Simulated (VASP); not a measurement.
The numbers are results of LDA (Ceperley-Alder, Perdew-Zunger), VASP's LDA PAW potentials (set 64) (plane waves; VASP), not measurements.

A VASP calculation is set up with these files.

File KPOINTS:
```
K-points
0
gamma
  11 11 11
0 0 0
```

File POSCAR:
```
ZrPt3
1
    3.9900000000     0.0000000000     0.0000000000
    0.0000000000     3.9900000000     0.0000000000
    0.0000000000     0.0000000000     3.9900000000
Zr Pt
1 3
Direct
  0.0000000000   0.0000000000   0.0000000000
  0.0000000000   0.5000000000   0.5000000000
  0.5000000000   0.0000000000   0.5000000000
  0.5000000000   0.5000000000   0.0000000000
```

INCAR:
```
LASPH=.True.   ! aspherical one-centre terms
SIGMA=0.1   ! width (eV)
LWAVE=.False.
EDIFF=1E-6   ! SCF stop (eV)
PREC=Accurate
ALGO=Normal   ! blocked Davidson
LMAXMIX=6   ! l cut-off of mixed one-centre charges
LREAL=.False.   ! projection in real space or not
ISIF=2   ! forces and stress, cell fixed
NELM=100   ! most electronic steps
ENCUT=300   ! plane-wave cut-off (eV)
SYSTEM=ZrPt3
LCHARG=.False.
ISMEAR=0
```

POTCAR, in this order: Zr_sv Pt (LDA.64 set). Program: vasp_std.

At this cut-off the stress carries a Pulay error, which pulls relaxed volumes low. Unless said otherwise, spin-orbit coupling is left out, though it shifts the bands of the heavy elements here.

### Question
Estimate the energy per atom (σ→0), pressure, band gap (on the k-mesh).

### Answer

```json
{
 "energy per atom (σ→0)": "-9.025 eV/atom",
 "band gap (on the k-mesh)": "none (metal, semimetal or under 0.01 eV)",
 "pressure": "-3.56 GPa"
}
```

File OSZICAR:
```
...
DAV:   7    -0.361480836311E+02    0.29290E+00   -0.14531E+00  3625   0.641E+00    0.318E+00
DAV:   8    -0.361088131092E+02    0.39271E-01   -0.19761E-01  3585   0.273E+00    0.176E+00
DAV:   9    -0.361035689294E+02    0.52442E-02   -0.22273E-02  3341   0.113E+00    0.564E-01
DAV:  10    -0.361028136682E+02    0.75526E-03   -0.14890E-03  3677   0.293E-01    0.502E-02
DAV:  11    -0.361028137275E+02   -0.59290E-07   -0.11111E-04  3924   0.718E-02    0.238E-02
DAV:  12    -0.361028100198E+02    0.37078E-05   -0.21067E-05  3545   0.274E-02    0.313E-03
DAV:  13    -0.361028101198E+02   -0.10006E-06   -0.75169E-07  1685   0.570E-03
   1 F= -.36102810E+02 E0= -.36101899E+02  d E =-.182246E-02
```

The structure comes from a measured ZrPt3 entry of the Crystallography Open Database, whose conditions weren't checked. The cell was not relaxed at this level. The run is one of a series of settings (GGA removed, POTCAR Zr_sv Pt (LDA.64 set) against the base run), some of them coarse on purpose.
